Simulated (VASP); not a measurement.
Input for VASP

**POSCAR**
```
CuAu
1
    2.8216350000     0.0000000000     0.0000000000
    0.0000000000     2.8129030000     0.0000000000
    0.0000000000     0.0000000000     3.6728890000
Cu Au
1 1
Direct
  0.0000000000   0.0000000000   0.0000000000
  0.5176750000   0.5000000000   0.5000000000
```

KPOINTS:
```
Automatic mesh
0
Gamma
12 12 9
0 0 0
```

**INCAR**
```
# general
SYSTEM   =CuAu
PREC     =Accurate
ENCUT    =400
LREAL    =.False.
LASPH    =.True.

# electronic loop
EDIFF    =1E-6
NELM     =100
ALGO     =Normal
LMAXMIX  =6

# smearing
ISMEAR   =1
SIGMA    =0.1

# functional
GGA      =PE

# DFT+U
LDAU     =.True.
LDAUTYPE =2
LDAUL    =2 -1
LDAUU    =3.0 0
LDAUJ    =0 0
LDAUPRINT=1

# ions
ISIF     =2

# output
LWAVE    =.False.
LCHARG   =.False.
LORBIT   =10
```

POTCAR, in this order: Cu Au (PBE.64 set). Program: vasp_std.

Translate this PBE+U calculation to Ansatz.

One equivalent input (not run):
Ansatz 0.2 input:
```yaml
crystal:
  lattice:
    - [2.8216350, 0.0000000, 0.0000000]
    - [0.0000000, 2.8129030, 0.0000000]
    - [0.0000000, 0.0000000, 3.6728890]
  atoms:
    - { symbol: Cu, position: [0.0000000, 0.0000000, 0.0000000] }
    - { symbol: Au, position: [0.5176750, 0.5000000, 0.5000000] }
kpoints:
  mp_grid: { grid: [12, 12, 9] }
hamiltonian:
  xc: pbe
  pseudopotentials: { kind: paw }
  hubbard:
    sites:
      - { species: Cu, l: d, u_eff: 3 }
scf:
  occupations: { method: methfessel_paxton, width: 0.1 }
  max_iter: 100
output: { forces: true, stress: true, eigenvalues: true }
```
The two are equivalent in intent, not identical: each code has its own PAW files, so the cut-off isn't converted (ENCUT is set for VASP's; basis.ecutwfc is left out, and Ansatz then takes the one that its files recommend); Ansatz stops its SCF on the density residual and VASP on the energy change (EDIFF); the +U projectors differ, so the same U acts differently.

The compound is CuAu in the L1_0 structure. The cell was not relaxed at this level, atoms are displaced from their ideal sites. The run is one of a series of settings (LDAU = .TRUE., LDAUJ = 0 0, LDAUL = 2 -1, LDAUTYPE = 2, LDAUU = 3.0 0 against the base run), some of them coarse on purpose.
